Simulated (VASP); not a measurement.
```
KI
1.0
    0.00000     3.57000     3.57000
    3.57000     0.00000     3.57000
    3.57000     3.57000     0.00000
K I
1 1
Cartesian
  0.00000   0.00000   0.00000
  3.57000   3.57000   3.57000
```

Calculation: vdW-DF-cx, VASP's PBE PAW potentials (set 64) (plane waves; VASP). Numerical set-up: 520 eV cut-off, 7×7×7 Γ-centred mesh, Gaussian smearing of 0.050 eV, potentials K_sv I.

Unless said otherwise, spin-orbit coupling is left out, though it shifts the bands of the heavy elements here.

### Question
Estimate the energy per atom (σ→0), band gap (on the k-mesh) with the smallest direct gap where there is one.

### Answer

```
Quantity                                             Value
-----------------------------------  ---------------------
band gap (on the k-mesh)                           3.96 eV
smallest direct gap (on the k-mesh)                3.96 eV
energy per atom (σ→0)                -70.2 kJ/mol of atoms
```

The absolute energy has meaning only against runs of the same code, potentials and settings.

The compound is KI in the rock salt structure. This cell is one point of a volume scan, at 1.03 of the reference volume.
